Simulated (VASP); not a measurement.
VASP input:

KPOINTS:
```
Automatic mesh
0
Gamma
10 10 5
0 0 0
```

INCAR:
```
SYSTEM = Cd
PREC = Accurate
ENCUT = 400
EDIFF = 1E-6
NELM = 100
ALGO = Normal
LREAL = .FALSE.
LASPH = .TRUE.
ISMEAR = 1
SIGMA = 0.1
GGA = PE
LMAXMIX = 4
LWAVE = .FALSE.
LCHARG = .FALSE.
ISIF = 2
LEPSILON = .TRUE.
```

POSCAR:
```
Cd
1
    1.5198000000    -2.6323710000     0.0000000000
    1.5198000000     2.6323710000     0.0000000000
    0.0000000000     0.0000000000     5.7324000000
Cd
2
Direct
  0.3333330000   0.6666670000   0.2500000000
  0.6666670000   0.3333330000   0.7500000000
```

POTCAR, in this order: Cd (PBE.64 set). Program: vasp_std.

Question: Does this input run properly? What does VASP do?

Answer: There is a fault: LEPSILON was set for a metal. The run ends without an error. Against the sound run, the energy per atom (σ→0) hardly moves; the pressure is nearly the same.

File standard output:
```
...
 dielectric tensor                  component  2 :  1117.863  -644.425    16.183
 Linear response to external field (no local field effect), progress :
  Direction:   3
       N       E                     dE             d eps       ncg     rms          rms(c)
RMM:   1    -0.486465944914E+01   -0.48647E+01   -0.30646E+01  2078   0.307E+00
RMM:   2    -0.511264827108E+01   -0.24799E+00   -0.23162E-02  2077   0.449E-01
RMM:   3    -0.511257892770E+01    0.69343E-04   -0.51213E-04  2079   0.408E-02
RMM:   4    -0.511258304663E+01   -0.41189E-05   -0.73154E-06  1334   0.515E-03
RMM:   5    -0.511258352007E+01   -0.47344E-06   -0.18696E-07   719   0.118E-03
 change of polarisation eV/A/(eV/A) component  3 :    -8.178     4.102    10.225
 dielectric tensor                  component  3 :   -32.263    16.182    41.340
 Linear response to external field, progress :
  Direction:   1
       N       E                     dE             d eps       ncg     rms          rms(c)
RMM:   1     0.102459949990E+00    0.10246E+00   -0.33783E+01  4647   0.283E+00
RMM:   2     0.162459849137E+03    0.16236E+03   -0.73604E+00  4636   0.408E-01    0.221E+00
RMM:   3     0.163084314311E+03    0.62447E+00   -0.16751E+00  4075   0.166E+00    0.138E+00
RMM:   4     0.163151521544E+03    0.67207E-01   -0.10399E-01  3806   0.188E+00    0.345E-01
RMM:   5     0.163125405186E+03   -0.26116E-01   -0.64135E-02  4641   0.372E-01    0.199E-02
RMM:   6     0.163130234084E+03    0.48289E-02   -0.11133E-03  4343   0.303E-02    0.101E-02
RMM:   7     0.163129125329E+03   -0.11088E-02   -0.50397E-03  4844   0.109E-02    0.101E-03
RMM:   8     0.163129514310E+03    0.38898E-03   -0.96309E-04  2940   0.103E-03    0.512E-04
RMM:   9     0.163129474858E+03   -0.39452E-04   -0.67266E-04  2870   0.871E-04    0.505E-05
RMM:  10     0.163129549777E+03    0.74920E-04    0.11291E-04  1345   0.431E-04    0.214E-05
RMM:  11     0.163129537102E+03   -0.12676E-04    0.23692E-06  1063   0.431E-04    0.265E-06
 change of polarisation eV/A/(eV/A) component  1 :  -326.569   194.866    -5.138
 dielectric tensor                  component  1 : -1287.372   768.779   -20.269
 Linear response to external field, progress :
  Direction:   2
       N       E                     dE             d eps       ncg     rms          rms(c)
RMM:   1     0.105135944018E+00    0.10514E+00   -0.33756E+01  4834   0.290E+00
RMM:   2     0.163410030729E+03    0.16330E+03   -0.54253E-01  4630   0.419E-01    0.221E+00
RMM:   3     0.162743991559E+03   -0.66604E+00   -0.97335E+00  4069   0.166E+00    0.138E+00
RMM:   4     0.163200896140E+03    0.45690E+00   -0.46892E+00  3822   0.189E+00    0.346E-01
RMM:   5     0.163187223009E+03   -0.13673E-01   -0.43779E+00  4653   0.371E-01    0.195E-02
RMM:   6     0.163180770989E+03   -0.64520E-02   -0.43936E+00  4345   0.306E-02    0.101E-02
RMM:   7     0.163177094365E+03   -0.36766E-02   -0.44197E+00  4891   0.111E-02    0.106E-03
RMM:   8     0.163175131548E+03   -0.19628E-02   -0.44391E+00  2911   0.949E-04    0.506E-04
RMM:   9     0.163175098283E+03   -0.33265E-04   -0.44389E+00  2863   0.820E-04    0.554E-05
RMM:  10     0.163174984676E+03   -0.11361E-03   -0.44400E+00  1481   0.397E-04    0.204E-05
RMM:  11     0.163175064016E+03    0.79339E-04   -0.44392E+00  1284   0.393E-04    0.388E-06
 change of polarisation eV/A/(eV/A) component  2 :   194.863  -326.648    -3.319
 dielectric tensor                  component  2 :   768.766 -1287.684   -13.095
 Linear response to external field, progress :
  Direction:   3
       N       E                     dE             d eps       ncg     rms          rms(c)
RMM:   1    -0.486465944905E+01   -0.48647E+01   -0.30646E+01  2078   0.307E+00
RMM:   2    -0.511264826721E+01   -0.24799E+00   -0.23162E-02  2077   0.449E-01    0.164E+00
RMM:   3    -0.507639734228E+01    0.36251E-01   -0.43316E-02  1699   0.154E+00    0.899E-01
RMM:   4    -0.512544237498E+01   -0.49045E-01   -0.48701E-02  1894   0.157E+00    0.238E-01
RMM:   5    -0.515032489531E+01   -0.24883E-01   -0.15834E-03  2079   0.337E-01    0.267E-02
RMM:   6    -0.515101307840E+01   -0.68818E-03   -0.22695E-05  2126   0.352E-02    0.138E-02
RMM:   7    -0.515202699755E+01   -0.10139E-02   -0.39599E-06  2139   0.158E-02    0.172E-03
RMM:   8    -0.515203661741E+01   -0.96199E-05   -0.34450E-08  1531   0.157E-03    0.588E-04
RMM:   9    -0.515204494750E+01   -0.83301E-05   -0.77182E-08  1029   0.744E-04    0.531E-05
RMM:  10    -0.515204995522E+01   -0.50077E-05   -0.69292E-09   499   0.403E-04    0.128E-05
RMM:  11    -0.515205033051E+01   -0.37529E-06   -0.33906E-11   359   0.394E-04    0.108E-05
 change of polarisation eV/A/(eV/A) component  3 :    -8.231     4.129    10.098
 dielectric tensor                  component  3 :   -32.472    16.289    40.836
 Born effective charges drift removed
```

OUTCAR:
```
------------------------ aborting loop because EDIFF is reached ----------------------------------------

 HEAD OF MICROSCOPIC STATIC DIELECTRIC TENSOR (INDEPENDENT PARTICLE, excluding Hartree and local field effects)
 ------------------------------------------------------
       -1286.849551     0.000000     0.000000
           0.000000 -1286.849730    -0.000000
           0.000000    -0.000000    41.340038
 ------------------------------------------------------

 MACROSCOPIC STATIC DIELECTRIC TENSOR (including local field effects in DFT)
 ------------------------------------------------------
       -1287.527785     0.000000     0.000000
           0.000000 -1287.527964     0.000000
           0.000000    -0.000000    40.836458
 ------------------------------------------------------

 PIEZOELECTRIC TENSOR (including local field effects)  for field in x, y, z        (e  Angst)
          XX          YY          ZZ          XY          YZ          ZX
  --------------------------------------------------------------------------------
  x     0.00000     0.00000     0.00000     0.00000     0.00000     0.00000
  y     0.00000     0.00000     0.00000     0.00000     0.00000     0.00000
  z     0.00000     0.00000     0.00000     0.00000     0.00000     0.00000

 PIEZOELECTRIC TENSOR (including local field effects)  for field in x, y, z        (C/m^2)
          XX          YY          ZZ          XY          YZ          ZX
  --------------------------------------------------------------------------------
  x     0.00000     0.00000     0.00000     0.00000     0.00000     0.00000
  y     0.00000     0.00000     0.00000     0.00000     0.00000     0.00000
  z     0.00000     0.00000     0.00000     0.00000     0.00000     0.00000

 BORN EFFECTIVE CHARGES (including local field effects) (in |e|, cummulative output)
 ---------------------------------------------------------------------------------
 ion    1
    1     0.00000     0.00000     0.00000
    2     0.00000     0.00000     0.00000
    3     0.00000     0.00000     0.00000
 ion    2
    1     0.00000     0.00000     0.00000
    2     0.00000     0.00000     0.00000
    3     0.00000     0.00000     0.00000
```
(Selected blocks of OUTCAR.)

To mend it, drop LEPSILON, since a metal has no finite static dielectric tensor or Born charges. The plain static run on this cell (PBE GGA, plane waves, VASP's PBE PAW potentials (set 64)) converges, and its OSZICAR ends with
```
   1 F= -.15027811E+01 E0= -.15026621E+01  d E =-.357126E-03
```

The compound is Cd in the hcp structure. The cell was not relaxed at this level.
